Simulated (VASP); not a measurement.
Set up this calculation in VASP 6.6.1, as the native input.

| Item | Value |
| --- | --- |
| Task | relaxation of cell and atoms |
| Functional | PBE |
| Potentials or basis | VASP PAW PBE potentials, release 64 (Mn_pv, N) |
| Cutoff | 600 eV |
| k mesh | 4 × 4 × 4 |
| Occupations | gaussian, width 0.1 eV |
| Spin | collinear spin, typed start |
| Starting moments | [4.0, 4.0, 4.0, 0.0] μB |
| Dipole correction | no |
| Further INCAR settings | ALGO = Normal; EDIFF = 1e-06; IBRION = 2; EDIFFG = -0.04; NSW = 90; ISIF = 3 |

The structure of Mn3N lies in POSCAR:

```
Mn3N
1.0
    3.9137448500      0.0000000000      0.0000000000
    0.0000000000      3.9137448500      0.0000000000
    0.0000000000      0.0000000000      3.9137448500
Mn N
3 1
Direct
    0.0000000000      0.5000000000      0.5000000000
    0.5000000000      0.0000000000      0.5000000000
    0.5000000000      0.5000000000      0.0000000000
    0.0000000000      0.0000000000      0.0000000000
```

The cell was built by a generator and needn't be a form met in nature.

The cell isn't the ideal one: species swapped into the PrDy3 type (Pm-3m, No. 221).

The input as run:

INCAR

```
  PREC = Accurate
  ENCUT = 600
  EDIFF = 1E-6
  ISMEAR = 0
  SIGMA = 0.1
  LREAL = F
  LASPH = T
  NELM = 150
  ALGO = Normal
  ISIF = 3
  LWAVE = F
  LCHARG = F
  ISPIN = 2
  MAGMOM = 4 4 4 0
  LORBIT = 11
  LMAXMIX = 4
  GGA = PE
  IBRION = 2
  NSW = 90
  EDIFFG = -0.04
```

KPOINTS

```
Automatic mesh
0
Gamma
  4 4 4
```

Potentials or basis: VASP PAW PBE potentials, release 64 (Mn_pv, N).

Command:

```bash
$ cat potpaw_PBE.64/Mn_pv/POTCAR potpaw_PBE.64/N/POTCAR > POTCAR
$ mpirun -np 1 vasp_std > vasp.out
```

Results of the run:

```json
{
  "Relaxed volume": "9.98 Å³/atom",
  "Relaxed cell": "a = 3.417 Å, b = 3.417 Å, c = 3.417 Å, α = 90.00°, β = 90.00°, γ = 90.00°",
  "Space group after relaxing (to 0.05 Å)": "Pm-3m (No. 221)",
  "Energy gained by relaxing": "454.2 meV/atom",
  "Ionic steps": "7",
  "Pressure after relaxing": "0.2 GPa",
  "Band gap on the k mesh": "none (metal or under the smearing width)",
  "Net moment": "-5.10 μB per cell",
  "Site moments": "Mn -1.68; N +0.07 μB",
  "Valence electrons inside the program's atomic spheres": "Mn 11.94; N 3.42"
}
```

Caveat: the k mesh is coarse (spacing up to 0.40 Å⁻¹), so the values aren't converged; the volume moved by over 15 % at a fixed basis, so the end points are rough.

It took 2.5 min on 1 thread of Intel(R) Xeon(R) 6975P-C (Granite Rapids), on a shared host, peak memory 0.22 GiB.
